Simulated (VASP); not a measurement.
# Ga2Ge2O3 (P-3m1) in VASP: elastic constants with PBE

Aim: the elastic constants of Ga2Ge2O3 with PBE.

Program: VASP 6.6.1. These are calculated values, not measurements. Logs are shortened: lines on timing, memory, paths and dates and some standing lists are left out, and cuts for length are marked.

### 1 Starting point

The structure is trigonal, space group P-3m1 (No. 164). Conventional cell: a = 3.018 Å, b = 3.018 Å, c = 14.272 Å, α = 90.00°, β = 90.00°, γ = 120.00°. Ga (site symmetry 3m) has 3 O at 1.90 Å as nearest neighbours. Around Ge (site symmetry 3m) lie 9 Ge at 2.85 to 3.02 Å. O (site symmetry 3m) is surrounded by 3 Ga at 1.90 Å. Around O (site symmetry -3m) lie 6 Ga at 2.25 Å.

The cell was built by a generator and needn't be a form met in nature.

### 2 Elastic constants, PBE

The input, POSCAR:

```
Ga2Ge2O3
1.0
    3.0181090000      0.0000000000      0.0000000000
   -1.5090540000      2.6137590000      0.0000000000
    0.0000000000      0.0000000000     14.2716300000
Ga Ge O
2 2 3
Direct
    0.3333330000      0.6666670000      0.0994410000
    0.6666670000      0.3333330000      0.9005590000
    0.6666670000      0.3333330000      0.4208640000
    0.3333330000      0.6666670000      0.5791360000
    0.6666670000      0.3333330000      0.1524040000
    0.3333330000      0.6666670000      0.8475960000
    0.0000000000      0.0000000000      0.0000000000
```

The input, INCAR.step1:

```
SYSTEM = Ga2Ge2O3
PREC     = Accurate       ! precision mode
ENCUT    = 520            ! plane-wave cutoff, eV
EDIFF    = 1E-8           ! SCF threshold, eV
ISMEAR   = 0              ! smearing method
SIGMA    = 0.1            ! smearing width, eV
LREAL    = .False.        ! projectors in reciprocal space
LASPH    = .True.         ! aspherical terms in the spheres
NELM     = 80             ! most SCF steps
ALGO     = Normal         ! electronic algorithm
ISIF     = 3              ! what is computed and relaxed
LWAVE    = .False.        ! write WAVECAR
LCHARG   = .False.        ! write CHGCAR
GGA      = PE             ! functional
KPAR     = 8            
IBRION   = 2              ! ionic algorithm
NSW      = 40             ! ionic steps
EDIFFG   = -0.002         ! ionic threshold
```

The input, INCAR.step2:

```
SYSTEM = Ga2Ge2O3
PREC     = Accurate       ! precision mode
ENCUT    = 520            ! plane-wave cutoff, eV
EDIFF    = 1E-8           ! SCF threshold, eV
ISMEAR   = 0              ! smearing method
SIGMA    = 0.1            ! smearing width, eV
LREAL    = .False.        ! projectors in reciprocal space
LASPH    = .True.         ! aspherical terms in the spheres
NELM     = 80             ! most SCF steps
ALGO     = Normal         ! electronic algorithm
ISIF     = 3              ! what is computed and relaxed
LWAVE    = .False.        ! write WAVECAR
LCHARG   = .False.        ! write CHGCAR
GGA      = PE             ! functional
KPAR     = 8            
IBRION   = 6              ! ionic algorithm
NFREE    = 2            
POTIM    = 0.015          ! step
NSW      = 1              ! ionic steps
```

The input, KPOINTS:

```
regular mesh
0
Gamma
  8 8 2
  0 0 0
```

Potentials or basis: VASP PAW PBE potentials, release 64 (Ga_d, Ge_d, O).

On the command line:

```bash
$ cat potpaw_PBE.64/Ga_d/POTCAR potpaw_PBE.64/Ge_d/POTCAR potpaw_PBE.64/O/POTCAR > POTCAR
$ cp INCAR.step1 INCAR
$ mpirun -np 8 vasp_std > vasp.out
$ cp CONTCAR POSCAR
$ cp INCAR.step2 INCAR
$ mpirun -np 8 vasp_std > vasp.out
```

OUTCAR:

```text
SYSTEM = Ga2Ge2O3
   PREC = Accurate
   ENCUT = 520
   EDIFF = 1E-8
   ISMEAR = 0
   LREAL = .False.
   LASPH = .True.
   NELM = 80
   ISIF = 3
   GGA = PE
   IBRION = 6
   NFREE = 2
   POTIM = 0.015
   NSW = 1

 ion  position               nearest neighbor table
   1  0.333  0.667  0.098-   5 1.90   5 1.90   5 1.90   7 2.25   7 2.25   7 2.25
   2  0.667  0.333  0.902-   6 1.90   6 1.90   6 1.90   7 2.25   7 2.25   7 2.25
   3  0.667  0.333  0.423-   4 2.83   4 2.83   4 2.83
   4  0.333  0.667  0.577-   3 2.83   3 2.83   3 2.83
   5  0.667  0.333  0.150-   1 1.90   1 1.90   1 1.90
   6  0.333  0.667  0.850-   2 1.90   2 1.90   2 1.90
   7  0.000  0.000  0.000-   1 2.25   2 2.25   1 2.25   2 2.25   2 2.25   1 2.25

  LATTYP: Found a hexagonal cell.
 ALAT       =     3.0220932371
 C/A-ratio  =     4.7889937860

  Lattice vectors:

 A1 = (   3.0220932371,   0.0000000008,  -0.0000000000)
 A2 = (  -1.5110461172,   2.6172094499,   0.0000000000)
 A3 = (  -0.0000000000,   0.0000000000,  14.4727857330)

Analysis of symmetry for initial positions (statically):
=====================================================================
 Subroutine PRICEL returns:
 Original cell was already a primitive cell.

 Routine SETGRP: Setting up the symmetry group for a
 hexagonal supercell.

 Subroutine GETGRP returns: Found 12 space group operations
 (whereof 12 operations were pure point group operations)
 out of a pool of 24 trial point group operations.

The static configuration has the point symmetry D_3d.

Analysis of symmetry for dynamics (positions and initial velocities):
=====================================================================
 Subroutine PRICEL returns:
 Original cell was already a primitive cell.

 Routine SETGRP: Setting up the symmetry group for a
 hexagonal supercell.

 Subroutine GETGRP returns: Found 12 space group operations
 (whereof 12 operations were pure point group operations)
 out of a pool of 24 trial point group operations.

The dynamic configuration has the point symmetry D_3d.

 Subroutine INISYM returns: Found 12 space group operations
 (whereof 12 operations are pure point group operations),
[... 1302 lines left out ...]
 Fermi energy:         4.6300542606

 k-point     1 :       0.0000    0.0000    0.0000
  band No.  band energies     occupation
      1     -20.2555      2.00000
      2     -20.2555      2.00000
      3     -20.2550      2.00000
      4     -20.2550      2.00000
      5     -20.2342      2.00000
      6     -20.2141      2.00000
[... 943 lines left out ...]
  FREE ENERGIE OF THE ION-ELECTRON SYSTEM (eV)
  ---------------------------------------------------
  free  energy   TOTEN  =       -37.3051278665 eV

  energy  without entropy=      -37.3043667016  energy(sigma->0) =      -37.30474728

 INTERNAL STRAIN TENSORS FROM STRAINED CELLS
 ============================================

 INTERNAL STRAIN TENSOR FOR ION    1 for displacements in x,y,z  (eV/Angst):
          X           Y           Z          XY          YZ          ZX
  --------------------------------------------------------------------------------
  x    -0.00000     0.00000     0.00000    -9.96781     0.00000     8.49187
  y    -9.98898    10.00639    -0.00000    -0.00000     8.48334     0.00081
  z     5.79876     5.98979    -8.01058     0.00073    -0.00488    -0.00035

 INTERNAL STRAIN TENSORS FROM DISPLACED ATOMS
 ============================================

 INTERNAL STRAIN TENSOR FOR ION    1 for displacements in x,y,z  (eV/Angst):
          X           Y           Z          XY          YZ          ZX
  --------------------------------------------------------------------------------
  x    -0.00001     0.00000    -0.00000    -9.96787     0.00000     8.47805
  y    -9.96787     9.96787    -0.00000     0.00000     8.47808     0.00000
  z     6.12392     6.12392    -8.12256     0.00000    -0.00000    -0.00000

 INTERNAL STRAIN TENSOR FOR ION    7 for displacements in x,y,z  (eV/Angst):
          X           Y           Z          XY          YZ          ZX
  --------------------------------------------------------------------------------
  x     0.00000     0.00000     0.00000     0.00000     0.00000     0.00000
  y     0.00000     0.00000     0.00000     0.00000     0.00000     0.00000
  z     0.00000     0.00000     0.00000     0.00000     0.00000     0.00000

 Eigenvectors and eigenvalues of the dynamical matrix
 ----------------------------------------------------

   1 f  =   15.343983 THz    96.409086 2PiTHz  511.820168 cm-1    63.457585 meV
             X         Y         Z           dx          dy          dz
     -0.000001  1.744807  1.418874    -0.000000    0.000000   -0.055652
      1.511048  0.872402 13.053911    -0.000000    0.000000   -0.055652
      1.511048  0.872402  6.121784    -0.000000    0.000000    0.001239
     -0.000001  1.744807  8.351002    -0.000000    0.000000    0.001239
      1.511048  0.872402  2.170617     0.000000   -0.000000   -0.328185
     -0.000001  1.744807 12.302169     0.000000   -0.000000   -0.328185
      0.000000  0.000000  0.000000    -0.000000    0.000000    0.882265
[... 191 lines left out ...]
  21 f/i=    3.076027 THz    19.327246 2PiTHz  102.605208 cm-1    12.721419 meV
             X         Y         Z           dx          dy          dz
     -0.000001  1.744807  1.418874    -0.162182   -0.142353    0.000000
      1.511048  0.872402 13.053911    -0.162182   -0.142353    0.000000
      1.511048  0.872402  6.121784     0.002846    0.002498   -0.000000
     -0.000001  1.744807  8.351002     0.002846    0.002498   -0.000000
      1.511048  0.872402  2.170617    -0.029036   -0.025486    0.000000
     -0.000001  1.744807 12.302169    -0.029036   -0.025486    0.000000
      0.000000  0.000000  0.000000     0.714514    0.627153    0.000000

--------------------------------------------------------------------------------------------------------

 ELASTIC MODULI CONTR FROM IONIC RELAXATION (kBar)
 Direction    XX          YY          ZZ          XY          YZ          ZX
 --------------------------------------------------------------------------------
 XX        -798.1469    325.6164   -367.8250     -0.0002    -42.2262     -0.0000
 YY         325.6164   -798.1468   -367.8250     -0.0002     42.2262      0.0000
 ZZ        -367.8250   -367.8250  -1303.1410     -0.0001      0.0000      0.0000
 XY          -0.0002     -0.0002     -0.0001   -561.8816      0.0000    -42.2265
 YZ         -42.2262     42.2262      0.0000      0.0000   -369.4963     -0.0001
 ZX          -0.0000      0.0000      0.0000    -42.2265     -0.0001   -369.4951
 --------------------------------------------------------------------------------

 TOTAL ELASTIC MODULI (kBar)
 Direction    XX          YY          ZZ          XY          YZ          ZX
 --------------------------------------------------------------------------------
 XX        1547.2365   1096.3654     34.0197      0.0003     -2.0962     -0.0000
 YY        1096.3654   1547.2363     34.0197      0.0003      2.0962      0.0000
 ZZ          34.0197     34.0197     79.8284      0.0000      0.0000      0.0000
 XY           0.0003      0.0003      0.0000    225.4355      0.0000     -2.0960
 YZ          -2.0962      2.0962      0.0000      0.0000      8.7887      0.0000
 ZX          -0.0000      0.0000      0.0000     -2.0960      0.0000      8.7897
 --------------------------------------------------------------------------------
```

OSZICAR.step1:

```text
N       E                     dE             d eps       ncg     rms          rms(c)
DAV:   1     0.833829286850E+03    0.83383E+03   -0.34401E+04  2018   0.376E+03
DAV:   2     0.146013228596E+03   -0.68782E+03   -0.66521E+03  1776   0.903E+02
[... 274 lines left out ...]
  23 F= -.37305178E+02 E0= -.37304806E+02  d E =-.173575E-04
       N       E                     dE             d eps       ncg     rms          rms(c)
DAV:   1    -0.373051851092E+02   -0.73674E-05   -0.38944E-04  1720   0.111E-01    0.151E-02
DAV:   2    -0.373051822667E+02    0.28426E-05   -0.18271E-05  2077   0.455E-02    0.911E-03
DAV:   3    -0.373051798297E+02    0.24370E-05   -0.40527E-06  2239   0.215E-02    0.166E-03
DAV:   4    -0.373051799583E+02   -0.12864E-06   -0.13339E-06  1900   0.845E-03    0.753E-04
DAV:   5    -0.373051799572E+02    0.10805E-08   -0.73978E-08  2080   0.256E-03
  24 F= -.37305180E+02 E0= -.37304809E+02  d E =-.220755E-05
```

Wall time 24 min (8 MPI ranks of Intel Xeon Platinum 8488C (Sapphire Rapids), shared host); peak memory 0.64 GiB.

Results:

```
Relaxed volume                                          : 16.35 Å³/atom
Relaxed cell                                            : a = 3.022 Å, b = 3.022 Å, c = 14.473 Å, α = 90.00°, β = 90.00°, γ = 120.00°
Space group after relaxing (to 0.05 Å)                  : P-3m1 (No. 164)
Voigt bulk modulus                                      : 61 GPa
Highest phonon frequency at Γ, LO-TO splitting left out : 512 cm⁻¹
Most unstable mode                                      : 103i cm⁻¹
```

The path:
| step | energy change (eV) | largest force (eV/Å) | pressure (GPa) | volume (Å³) |
| --- | --- | --- | --- | --- |
| 1 | 0.0000 | 0.1343 | 0.08 | 112.58 |
| 2 | -0.0018 | 0.0615 | -0.05 | 112.72 |
| 3 | -0.0021 | 0.0415 | -0.10 | 112.76 |
| 4 | -0.0021 | 0.0256 | 0.14 | 112.62 |
| 5 | -0.0022 | 0.0170 | 0.03 | 112.69 |
| 6 | -0.0022 | 0.0119 | 0.06 | 112.66 |
| 7 | -0.0023 | 0.0106 | 0.02 | 112.74 |
| 8 | -0.0023 | 0.0156 | -0.01 | 112.81 |
| 9 | -0.0023 | 0.0129 | 0.01 | 112.81 |
| 10 | -0.0023 | 0.0166 | 0.04 | 112.81 |
| 11 | -0.0024 | 0.0160 | 0.03 | 112.84 |
| 12 | -0.0024 | 0.0142 | 0.03 | 112.94 |
| 13 | -0.0026 | 0.0105 | 0.02 | 113.13 |
| 14 | -0.0027 | 0.0166 | 0.02 | 113.51 |
| 15 | -0.0029 | 0.0390 | 0.00 | 114.28 |
| 16 | -0.0029 | 0.0348 | 0.00 | 114.32 |
| 17 | -0.0029 | 0.0218 | -0.02 | 114.44 |
| 18 | -0.0029 | 0.0062 | -0.05 | 114.69 |
| 19 | -0.0030 | 0.0079 | -0.04 | 114.60 |
| 20 | -0.0030 | 0.0086 | -0.04 | 114.58 |
| 21 | -0.0030 | 0.0068 | -0.02 | 114.55 |
| 22 | -0.0030 | 0.0033 | 0.01 | 114.48 |
| 23 | -0.0030 | 0.0031 | 0.02 | 114.47 |
| 24 | -0.0030 | 0.0013 | 0.01 | 114.47 |

Final structure:
```
CELL_PARAMETERS angstrom
3.02209 0.00000 0.00000
-1.51105 2.61721 0.00000
0.00000 0.00000 14.47279
ATOMIC_POSITIONS crystal
Ga 0.33333 0.66667 0.09804
Ga 0.66667 0.33333 0.90196
Ge 0.66667 0.33333 0.42299
Ge 0.33333 0.66667 0.57701
O 0.66667 0.33333 0.14998
O 0.33333 0.66667 0.85002
O 0.00000 0.00000 0.00000
```

Phonon frequencies in cm⁻¹ (negative: imaginary):
```
              q point                                                                  frequencies
(0.000, 0.000, 0.000)  -103 -103 -5 -5 -1 14 14 21 62 62 64 64 197 207 461 502 508 508 509 509 512
```

Elastic tensor in Voigt notation (GPa, in the Cartesian axes of the cell as first typed):
```
155 110   3   0   0   0
110 155   3   0   0   0
  3   3   8   0   0   0
  0   0   0   1   0   0
  0   0   0   0   1   0
  0   0   0   0   0  23
```

Clamped-ion elastic tensor (GPa):
```
235  77  40   4   0   0
 77 235  40  -4   0   0
 40  40 138   0   0   0
  4  -4   0  38   0   0
  0   0   0   0  38   4
  0   0   0   0   4  79
```

Caveat: some modes are imaginary.
